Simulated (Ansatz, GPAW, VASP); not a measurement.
# Pb (Fm-3m, 1 atom in the cell) computed with different codes at matched settings

Self-consistent single point.

```xyz
1
Lattice="0.0000 2.4750 2.4750 2.4750 0.0000 2.4750 2.4750 2.4750 0.0000" Properties=species:S:1:pos:R:3 pbc="T T T"
Pb     0.0000     0.0000     0.0000
```

Shared settings, as Ansatz (a quantum-chemistry and plane-wave program) writes them: kpoints.mp_grid.grid = 9 9 9; scf.occupations.method = fermi_dirac; scf.occupations.width = 0.1 eV. Potentials and cutoffs stand in the table.

```tsv
code	model	pressure (GPa)	cutoff
Ansatz	PBEsol, default PAW files made with PBE	-0.60	default
VASP	PBEsol, VASP's PBE PAW potentials (set 64)	-1.25	300 eV
GPAW	PBEsol, GPAW PAW datasets PBEsol (made by gpaw-setup)	-0.89	550 eV
```

On Ansatz's run: spin-orbit coupling is off.

The spread over the programs that give each value: pressure within 0.65 GPa.

Ansatz's pressure is given at a fixed set of plane waves, as the other plane-wave codes print theirs.

VASP's run is marked for a possible Pulay error in its stress at this cutoff; no cutoff test was made.

The starting cell has typed, rounded lattice constants, without a prior relaxation at this level.

Left out of this page: Quantum ESPRESSO, ABINIT, CP2K, Elk, FLEUR and SIESTA (not drawn, or without a comparable value).

Keys are those of Ansatz 0.2.
